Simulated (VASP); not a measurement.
Calculation: PBEsol GGA, VASP's PBE PAW potentials (set 64) (plane waves; VASP).

A VASP calculation is set up with these files.

**INCAR**
```
LORBIT  =  11   # lm-projected
LWAVE  =  F
NELM  =  100
ALGO  =  Normal
SYSTEM  =  HgTe
LREAL  =  F
LASPH  =  T
PREC  =  Accurate
SIGMA  =  0.05   # width (eV)
EDIFF  =  1E-7   # SCF stop (eV)
LCHARG  =  F
LMAXMIX  =  6   # l cut-off of mixed one-centre charges
GGA  =  PS   # PBEsol
ISMEAR  =  0   # Gaussian
ENCUT  =  400
ICHARG  =  11   # fixed density
```

File POSCAR:
```
HgTe
4.5193450
  0.9999998955   0.0000000000   0.0000000000
 -0.4999999477   0.8660253462   0.0000000000
  0.0000000000   0.0000000000   2.2511138765
Hg Te
3 3
Cartesian
  0.3244218136   0.5619150857   0.0000000000
  0.3511562682   0.0000000000   1.5007433347
 -0.1755781341   0.3041102605   0.7503705418
  0.2707240256   0.4689077849   1.1255569383
  0.4585518444   0.0000000000   0.3751863965
  0.7707239733   0.3971175613   1.8759274801
```

File KPOINTS:
```
k-points along high-symmetry lines
10
Line-mode
Reciprocal
  0.000000   0.000000   0.000000 ! GAMMA
  0.500000   0.000000   0.000000 ! M

  0.500000   0.000000   0.000000 ! M
  0.333333   0.333333   0.000000 ! K

  0.333333   0.333333   0.000000 ! K
  0.000000   0.000000   0.000000 ! GAMMA

  0.000000   0.000000   0.000000 ! GAMMA
  0.000000   0.000000   0.500000 ! A

  0.000000   0.000000   0.500000 ! A
  0.500000   0.000000   0.500000 ! L

  0.500000   0.000000   0.500000 ! L
  0.333333   0.333333   0.500000 ! H

  0.333333   0.333333   0.500000 ! H
  0.000000   0.000000   0.500000 ! A

  0.500000   0.000000   0.500000 ! L
  0.500000   0.000000   0.000000 ! M

  0.333333   0.333333   0.500000 ! H
  0.333333   0.333333   0.000000 ! K
```

POTCAR, in this order: Hg Te (PBE.64 set). Program: vasp_std. Read from the step before: CHGCAR.

Output of the run:

### OSZICAR
```
       N       E                     dE             d eps       ncg     rms          rms(c)
DAV:   1     0.314964502133E+03    0.31496E+03   -0.21291E+04  5760   0.121E+03
DAV:   2     0.419820319774E+01   -0.31077E+03   -0.30500E+03  6472   0.305E+02
DAV:   3    -0.116951071563E+02   -0.15893E+02   -0.15697E+02  6912   0.682E+01
DAV:   4    -0.118975999520E+02   -0.20249E+00   -0.20241E+00  6784   0.708E+00
DAV:   5    -0.118997598259E+02   -0.21599E-02   -0.21598E-02  7120   0.761E-01
DAV:   6    -0.118998138708E+02   -0.54045E-04   -0.54044E-04  7272   0.105E-01
DAV:   7    -0.118998152646E+02   -0.13939E-05   -0.13937E-05  7096   0.160E-02
DAV:   8    -0.118998153143E+02   -0.49607E-07   -0.49486E-07  5296   0.288E-03
   1 F= -.11899815E+02 E0= -.11899815E+02  d E =-.187160E-08
```

**OUTCAR**
```
 val. band max:        3.9309933724   @ k =   0.0000   0.0000   0.5000

 cond. band min:       4.3041454054   @ k =   0.0000   0.0000   0.0000



 k-point     1 :       0.0000    0.0000    0.0000
  band No.  band energies     occupation
      1      -8.3430      2.00000
      2      -7.4170      2.00000
      3      -7.4169      2.00000
      4      -3.5151      2.00000
      5      -3.5151      2.00000
      6      -3.2768      2.00000
      7      -3.2568      2.00000
      8      -3.2568      2.00000
      9      -3.1115      2.00000
     10      -2.9808      2.00000
     11      -2.9808      2.00000
     12      -2.9668      2.00000
     13      -2.8162      2.00000
     14      -2.8161      2.00000
     15      -2.8010      2.00000
     16      -2.7308      2.00000
     17      -2.7308      2.00000
     18      -2.7120      2.00000
     19      -0.8162      2.00000
     20      -0.8162      2.00000
     21       2.1737      2.00000
     22       2.3403      2.00000
     23       2.7148      2.00000
     24       2.7148      2.00000
     25       3.7003      2.00000
     26       3.7003      2.00000
     27       3.7131      2.00000
     28       4.3041      0.00000
     29       5.9901      0.00000
     30       5.9902      0.00000
     31       7.1439      0.00000
     32       7.1440      0.00000

 k-point     2 :       0.0556    0.0000    0.0000
  band No.  band energies     occupation
      1      -8.3246      2.00000
      2      -7.4128      2.00000
      3      -7.4086      2.00000
      4      -3.5214      2.00000
      5      -3.5201      2.00000
      6      -3.2873      2.00000
      7      -3.2490      2.00000
      8      -3.2245      2.00000
      9      -3.1079      2.00000
     10      -2.9810      2.00000
     11      -2.9791      2.00000
     12      -2.9657      2.00000
     13      -2.8266      2.00000
     14      -2.8166      2.00000
     15      -2.7913      2.00000
     16      -2.7289      2.00000
     17      -2.7278      2.00000
...
```

The density is held fixed in this step, so its total energy and stress have no physical meaning. Unless said otherwise, spin-orbit coupling is left out, though it shifts the bands of the heavy elements here.

The structure comes from a computed database's HgTe entry (P3_221); how it stands against other phases isn't given here. It was relaxed first, which changed the volume by -8 %.
